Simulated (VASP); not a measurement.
Output of a VASP run:

File OUTCAR:
```
 ion  position               nearest neighbor table
   1  0.000  0.000  0.000-   2 2.54   2 2.54   2 2.54   2 2.54   2 2.54   2 2.54
   2  0.500  0.500  0.500-   1 2.54   1 2.54   1 2.54   1 2.54   1 2.54   1 2.54
  LATTYP: Found a face centered cubic cell.
 ALAT       =     5.0872394786
 Subroutine PRICEL returns:
 Original cell was already a primitive cell.
 Subroutine GETGRP returns: Found 48 space group operations
The static configuration has the point symmetry O_h .
The dynamic configuration has the point symmetry O_h .
 Subroutine INISYM returns: Found 48 space group operations
 Subroutine IBZKPT returns following result:
 Found    104 irreducible k-points:

 Following reciprocal coordinates:
            Coordinates               Weight
  0.000000  0.000000  0.000000      1.000000
  0.071429  0.000000  0.000000      8.000000
  0.142857  0.000000  0.000000      8.000000
  0.214286  0.000000  0.000000      8.000000
  0.285714  0.000000  0.000000      8.000000
  0.357143  0.000000  0.000000      8.000000
  0.428571  0.000000  0.000000      8.000000
  0.500000  0.000000  0.000000      4.000000
  0.071429  0.071429  0.000000      6.000000
  0.142857  0.071429  0.000000     24.000000
  0.214286  0.071429  0.000000     24.000000
  0.285714  0.071429  0.000000     24.000000
  0.357143  0.071429  0.000000     24.000000
  0.428571  0.071429  0.000000     24.000000
  0.500000  0.071429  0.000000     24.000000
 -0.428571  0.071429  0.000000     24.000000
 -0.357143  0.071429  0.000000     24.000000
 -0.285714  0.071429  0.000000     24.000000
 -0.214286  0.071429  0.000000     24.000000
 -0.142857  0.071429  0.000000     24.000000
 -0.071429  0.071429  0.000000     12.000000
  0.142857  0.142857  0.000000      6.000000
  0.214286  0.142857  0.000000     24.000000
  0.285714  0.142857  0.000000     24.000000
  0.357143  0.142857  0.000000     24.000000
  0.428571  0.142857  0.000000     24.000000
  0.500000  0.142857  0.000000     24.000000
 -0.428571  0.142857  0.000000     24.000000
 -0.357143  0.142857  0.000000     24.000000
 -0.285714  0.142857  0.000000     24.000000
 -0.214286  0.142857  0.000000     24.000000
 -0.142857  0.142857  0.000000     12.000000
  0.214286  0.214286  0.000000      6.000000
  0.285714  0.214286  0.000000     24.000000
  0.357143  0.214286  0.000000     24.000000
  0.428571  0.214286  0.000000     24.000000
  0.500000  0.214286  0.000000     24.000000
 -0.428571  0.214286  0.000000     24.000000
 -0.357143  0.214286  0.000000     24.000000
 -0.285714  0.214286  0.000000     24.000000
   k-points           NKPTS =    104   k-points in BZ     NKDIM =    104   number of bands    NBANDS=     12
   number of dos      NEDOS =    601   number of ions     NIONS =      2
   total plane-waves  NPLWV =  13824
   dimension x,y,z NGX =    24 NGY =   24 NGZ =   24
   dimension x,y,z NGXF=    48 NGYF=   48 NGZF=   48
   ions per type =               1   1
   PREC   = accura    normal or accurate (medium, high low for compatibility)
   ISTART =      0    job   : 0-new  1-cont  2-samecut
   ICHARG =      2    charge: 1-file 2-atom 10-const
   ISPIN  =      1    spin polarized calculation?
   LNONCOLLINEAR =      F non collinear calculations
   LSORBIT =      F    spin-orbit coupling
   INIWAV =      1    electr: 0-lowe 1-rand  2-diag
   ENCUT  =  400.0 eV  29.40 Ry    5.42 a.u.   5.87  5.87  5.87*2*pi/ulx,y,z
   NELM   =    100;   NELMIN=  2; NELMDL= -5     # of ELM steps
   EDIFF  = 0.1E-06   stopping-criterion for ELM
   LREAL  =      F    real-space projection
   NLSPLINE    = F    spline interpolate recip. space projectors
   LMAXMIX     =    4 max onsite mixed and CHGCAR
   VOSKOWN=      0    Vosko Wilk Nusair interpolation
   EDIFFG = 0.1E-05   stopping-criterion for IOM
   NSW    =      0    number of steps for IOM
   NBLOCK =      1;   KBLOCK =      1    inner block; outer block
   IBRION =     -1    ionic relax: 0-MD 1-quasi-New 2-CG
...
```

File OSZICAR:
```
       N       E                     dE             d eps       ncg     rms          rms(c)
DAV:   1     0.943127906852E+02    0.94313E+02   -0.76472E+03  2516   0.124E+03
DAV:   2    -0.170575607315E+02   -0.11137E+03   -0.10744E+03  2568   0.333E+02
DAV:   3    -0.277209107481E+02   -0.10663E+02   -0.10403E+02  4648   0.908E+01
DAV:   4    -0.283363615334E+02   -0.61545E+00   -0.61264E+00  3124   0.185E+01
DAV:   5    -0.283605093899E+02   -0.24148E-01   -0.24113E-01  3596   0.356E+00    0.133E+01
DAV:   6    -0.226550127258E+02    0.57055E+01   -0.17112E+01  3304   0.612E+01    0.413E+00
DAV:   7    -0.226164331306E+02    0.38580E-01   -0.25159E+00  2868   0.204E+01    0.318E+00
DAV:   8    -0.225239134177E+02    0.92520E-01   -0.11847E+00  2960   0.882E+00    0.191E+00
DAV:   9    -0.226227114826E+02   -0.98798E-01   -0.17233E-01  2956   0.361E+00    0.123E+00
DAV:  10    -0.226508961394E+02   -0.28185E-01   -0.17360E-01  2892   0.478E+00    0.221E-01
DAV:  11    -0.226513291265E+02   -0.43299E-03   -0.75755E-03  2744   0.104E+00    0.203E-01
DAV:  12    -0.226517488483E+02   -0.41972E-03   -0.42993E-03  2660   0.577E-01    0.707E-02
DAV:  13    -0.226529355878E+02   -0.11867E-02   -0.99716E-04  3188   0.329E-01    0.302E-02
DAV:  14    -0.226528572188E+02    0.78369E-04   -0.21764E-04  3048   0.189E-01    0.175E-02
DAV:  15    -0.226528823685E+02   -0.25150E-04   -0.50332E-06  3112   0.237E-02    0.125E-02
DAV:  16    -0.226528761955E+02    0.61730E-05   -0.30137E-05  2948   0.666E-02    0.635E-03
DAV:  17    -0.226529067191E+02   -0.30524E-04   -0.24581E-06  2932   0.196E-02    0.146E-03
DAV:  18    -0.226528947490E+02    0.11970E-04   -0.15556E-07  2384   0.546E-03    0.550E-04
DAV:  19    -0.226528978178E+02   -0.30688E-05   -0.68142E-08  1432   0.291E-03    0.261E-04
DAV:  20    -0.226528949802E+02    0.28376E-05   -0.35210E-08  1356   0.256E-03    0.112E-04
DAV:  21    -0.226528963115E+02   -0.13313E-05   -0.77233E-09  1332   0.109E-03    0.986E-05
DAV:  22    -0.226528953585E+02    0.95305E-06   -0.24138E-09  1320   0.670E-04    0.869E-05
DAV:  23    -0.226528954326E+02   -0.74083E-07   -0.37911E-10  1292   0.227E-04
   1 F= -.22652895E+02 E0= -.22652895E+02  d E =0.000000E+00
       N       E                     dE             ncg
```

File OUTCAR:
```
------------------------ aborting loop because EDIFF is reached ----------------------------------------
  FORCE on cell =-STRESS in cart. coord.  units (eV):
  Direction    XX          YY          ZZ          XY          YZ          ZX
  --------------------------------------------------------------------------------------
  Total        0.0244843      0.0244843      0.0244843      0.0000000     -0.0000000      0.0000000
  in kB        1.1918206      1.1918206      1.1918206      0.0000000     -0.0000000      0.0000000
  external PRESSURE =       1.1918206 kB  Pullay stress =       0.0000000 kB
  volume of cell :       32.91
      direct lattice vectors                 reciprocal lattice vectors
     0.000000000  2.543619739  2.543619739    -0.196570263  0.196570263  0.196570263
     2.543619739  0.000000000  2.543619739     0.196570263 -0.196570263  0.196570263
     2.543619739  2.543619739  0.000000000     0.196570263  0.196570263 -0.196570263
 POSITION                                       TOTAL-FORCE (eV/Angst)
 -----------------------------------------------------------------------------------
      0.00000      0.00000      0.00000         0.000000      0.000000      0.000000
      2.54362      2.54362      2.54362        -0.000000     -0.000000      0.000000
 -----------------------------------------------------------------------------------
    total drift:                               -0.000000     -0.000000      0.000000
  FREE ENERGIE OF THE ION-ELECTRON SYSTEM (eV)
  ---------------------------------------------------
  free  energy   TOTEN  =       -22.6528954326 eV

  energy  without entropy=      -22.6528954326  energy(sigma->0) =      -22.65289543

 total charge

# of ion       s       p       d       tot
------------------------------------------
    1        0.800   0.986   0.000   1.786
    2        2.163   6.132   1.965  10.260
--------------------------------------------------
tot          2.964   7.117   1.965  12.046
```
(Selected blocks of OUTCAR.)

### POSCAR
```
TiSi
1
   -0.0000000000     2.5436197393     2.5436197393
    2.5436197393    -0.0000000000     2.5436197393
    2.5436197393     2.5436197393    -0.0000000000
Si Ti
1 1
Direct
  0.0000000000   0.0000000000   0.0000000000
  0.5000000000   0.5000000000   0.5000000000
```

Write an INCAR and KPOINTS that could have produced this output.

Several could match; the one computed here: the input of the run itself, r2SCAN meta-GGA, plane waves, VASP's PBE PAW potentials (set 64).

KPOINTS_OPT:
```
k-points along high-symmetry lines
10
Line-mode
Reciprocal
  0.000000   0.000000   0.000000 ! GAMMA
  0.500000   0.000000   0.500000 ! X

  0.500000   0.000000   0.500000 ! X
  0.625000   0.250000   0.625000 ! U

  0.375000   0.375000   0.750000 ! K
  0.000000   0.000000   0.000000 ! GAMMA

  0.000000   0.000000   0.000000 ! GAMMA
  0.500000   0.500000   0.500000 ! L

  0.500000   0.500000   0.500000 ! L
  0.500000   0.250000   0.750000 ! W

  0.500000   0.250000   0.750000 ! W
  0.500000   0.000000   0.500000 ! X
```

File KPOINTS:
```
Automatic mesh
0
gamma
  14 14 14
```

**INCAR**
```
ALGO = Normal
EDIFF = 1E-7
ENCUT = 400
ISIF = 2
ISMEAR = -5
LASPH = .TRUE.
LCHARG = .FALSE.
LMAXMIX = 4
LMIXTAU = .TRUE.
LORBIT = 11
LREAL = .FALSE.
LWAVE = .FALSE.
METAGGA = R2SCAN
NEDOS = 601
NELM = 100
PREC = Accurate
SYSTEM = TiSi
```

POTCAR, in this order: Si Ti_sv (PBE.64 set). Program: vasp_std.

For a metal the tetrahedron method with Blöchl corrections gives inexact stress and forces.

The structure was generated: TiSi was put into the rocksalt type (Fm-3m), which need not be its known phase. It was relaxed first, which changed the volume by -21 %.
